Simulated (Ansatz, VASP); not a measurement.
# Li4Si in VASP and in Ansatz

File INCAR:

```
SYSTEM = Li4Si
PREC = Accurate
ENCUT = 600
EDIFF = 1E-6
ISMEAR = 0
SIGMA = 0.02
LREAL = .False.
LASPH = .True.
NELM = 100
ALGO = Normal
ISIF = 3
LWAVE = .False.
LCHARG = .False.
GGA = PE
IBRION = 2
NSW = 100
EDIFFG = -0.01
```

File KPOINTS:

```
Automatic mesh
0
Gamma
  8 8 8
  0 0 0
```

File POSCAR:

```
Li4Si
1.0
   -2.9600074364      2.9600074364      2.9600074364
    2.9600074364     -2.9600074364      2.9600074364
    2.9600074364      2.9600074364     -2.9600074364
Li Si
4 1
Direct
    0.5000000000      0.5000000000      0.5000000000
    0.0000000000      0.0000000000      0.5000000000
    0.0000000000      0.5000000000      0.0000000000
    0.5000000000      0.0000000000      0.0000000000
    0.0000000000      0.0000000000      0.0000000000
```

Input for Ansatz:

```yaml
crystal:
  lattice:
    - [-2.9600074364, 2.9600074364, 2.9600074364]
    - [2.9600074364, -2.9600074364, 2.9600074364]
    - [2.9600074364, 2.9600074364, -2.9600074364]
  atoms:
    - { symbol: Li, position: [0.5, 0.5, 0.5] }
    - { symbol: Li, position: [0.0, 0.0, 0.5] }
    - { symbol: Li, position: [0.0, 0.5, 0.0] }
    - { symbol: Li, position: [0.5, 0.0, 0.0] }
    - { symbol: Si, position: [0.0, 0.0, 0.0] }
basis:
  ecutwfc: 420
kpoints:
  mp_grid: { grid: [8, 8, 8] }
hamiltonian:
  xc: pbe
scf:
  occupations: { method: gaussian, width: 0.02 }
output:
  forces: true
  stress: true
  eigenvalues: true
relax:
  adjacent_minimum: "off"
  f_tol: 0.01
  max_steps: 80
  cell: { stress_tol: 0.05 }
```

Alike in both runs: task relaxation of cell and atoms; functional PBE; k mesh 8 × 8 × 8; occupations gaussian, width 0.02 eV; no spin polarisation.

```csv
,VASP,Ansatz
version,VASP 6.6.1,Ansatz 0.2.0
potentials or method,"VASP PAW PBE potentials, release 64 (Li_sv, Si)","scalar-relativistic, plane waves, PAW"
plane-wave cutoff (eV),600,420
valence electrons in the cell,16,16
```

```tsv
	VASP	Ansatz	Ansatz less VASP
gap on the k mesh at the Fermi level, each at its own relaxed structure (eV)	0.34	0.34	+0.007
relaxed volume (Å³/atom)	20.75	20.82	+0.069
relaxed cell length with the largest relative difference (Å)	5.127	5.133	+0.0057
```

Caveats: the cutoff is under 1.25 times the usual one of these potentials, so pressure, stress and relaxed cells hold a basis-set (Pulay) error (VASP); the relaxation stopped at its first step, so nothing moved.
